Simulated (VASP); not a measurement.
These are PBE GGA, VASP's PBE PAW potentials (set 64) (plane waves; VASP 6.6.1) values and carry that method's errors.

VASP input:

INCAR:
```
SYSTEM = C
PREC = Accurate
ENCUT = 800
EDIFF = 1E-6
NELM = 100
ALGO = Normal
LREAL = .FALSE.
LASPH = .TRUE.
ISMEAR = 0
SIGMA = 0.05
GGA = PE
LWAVE = .FALSE.
LCHARG = .FALSE.
ISIF = 2
```

**POSCAR**
```
C
1
    0.0000000000     1.7791000000     1.7686780000
    1.7594910000     0.0000000000     1.7686780000
    1.7594910000     1.7791000000     0.0000000000
C
2
Direct
  0.0000000000   0.0000000000   0.0000000000
  0.2365770000   0.2634230000   0.2634230000
```

File KPOINTS:
```
Automatic mesh
0
Gamma
11 11 11
0 0 0
```

POTCAR, in this order: C_h (PBE.64 set). Program: vasp_std.

Q: Estimate the energy per atom (σ→0), pressure, largest force.

A: 
The energy per atom (σ→0) is -9.076 eV/atom and the pressure is 11.50 GPa. The largest force comes out as 1.833 eV/Å.

OSZICAR:
```
...
DAV:   5    -0.188171308317E+02   -0.76836E-06   -0.76836E-06  6328   0.173E-02    0.494E+00
DAV:   6    -0.183187060865E+02    0.49842E+00   -0.37486E-01  6760   0.494E+00    0.271E+00
DAV:   7    -0.181495054536E+02    0.16920E+00   -0.41938E-01  7808   0.532E+00    0.360E-01
DAV:   8    -0.181509585360E+02   -0.14531E-02   -0.30605E-03  6320   0.808E-01    0.437E-02
DAV:   9    -0.181509944844E+02   -0.35948E-04   -0.11110E-04  8784   0.105E-01    0.157E-02
DAV:  10    -0.181510058519E+02   -0.11367E-04   -0.12464E-05  5952   0.425E-02    0.992E-04
DAV:  11    -0.181510058271E+02    0.24815E-07   -0.65498E-08  4472   0.324E-03
   1 F= -.18151006E+02 E0= -.18151006E+02  d E =-.243894E-18
```

The compound is C in the diamond structure. The cell was not relaxed at this level, atoms are displaced from their ideal sites. The run is one of a series of settings (ENCUT = 800, POTCAR C_h (PBE.64 set) against the base run), some of them coarse on purpose.
